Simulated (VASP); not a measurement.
Here is the system:

```
CELL_PARAMETERS angstrom
      0.00000     2.74008     2.74008
      2.74008     0.00000     2.74008
      2.74008     2.74008     0.00000
ATOMIC_POSITIONS crystal
  Cu 0.00000 0.00000 0.00000
  Cl 0.25000 0.25000 0.25000
```

Computed with PBE0 hybrid, VASP's PBE PAW potentials (set 64) (plane waves; VASP 6.6.1). Numerical set-up: 520 eV cut-off, 6×6×6 Γ-centred mesh, Gaussian smearing of 0.050 eV, potentials Cu Cl.

Predict the energy per atom (σ→0), pressure, band gap (on the k-mesh) with the smallest direct gap where there is one.

```yaml
band gap (on the k-mesh): 3.00 eV
smallest direct gap (on the k-mesh): 3.00 eV
energy per atom (σ→0): -390.5 kJ/mol of atoms
pressure: -1.33 GPa
```

The compound is CuCl in the zinc blende structure. This cell is one point of a volume scan, at 1.03 of the reference volume. The cell's shape comes from a PBE relaxation.
